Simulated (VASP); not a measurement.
La3Zr:

```
La Zr
1.0
     5.07267    0.00000    0.00000
     0.00000    5.07267    0.00000
     0.00000    0.00000    5.07267
La Zr
3 1
Direct
  0.50000 0.50000 0.00000
  0.50000 0.00000 0.50000
  0.00000 0.50000 0.50000
  0.00000 0.00000 0.00000
```

The cell comes from a database or a generator and needn't be the stable form of this composition.

```yaml
Program: VASP 6.6.1
Task: single point
Functional: PBE
Potentials_or_basis: VASP PAW PBE potentials, release 64 (La, Zr_sv)
Cutoff: 520 eV
k_mesh: 5 × 5 × 5
Occupations: fermi-dirac, width 0.05 eV
Spin: no spin polarisation
```

On this cell: pressure -0.2 GPa; largest force zero by symmetry; band gap on the k mesh none (metal or under the smearing width).

The same run follows on a disturbed copy (atoms moved at random, drawn with an rms of 0.05 Å):

```
La Zr
1.0
     5.07267    0.00000    0.00000
     0.00000    5.07267    0.00000
     0.00000    0.00000    5.07267
La Zr
3 1
Direct
  0.49405 0.50733 0.00541
  0.50493 0.99578 0.50650
  0.00866 0.49752 0.49935
  0.00301 0.00196 0.98945
```

Problem. What does the disturbed cell give?

Solution. The energy (extrapolated to zero smearing) moves by +5.1 meV/atom; pressure -0.1 GPa; largest force 0.242 eV/Å; band gap on the k mesh none (metal or under the smearing width).

Forces in eV/Å, atoms in the order of the input:
```
La   0.179 -0.132 -0.095
La   0.006  0.125 -0.115
La  -0.164  0.023 -0.004
Zr  -0.021 -0.016  0.214
```
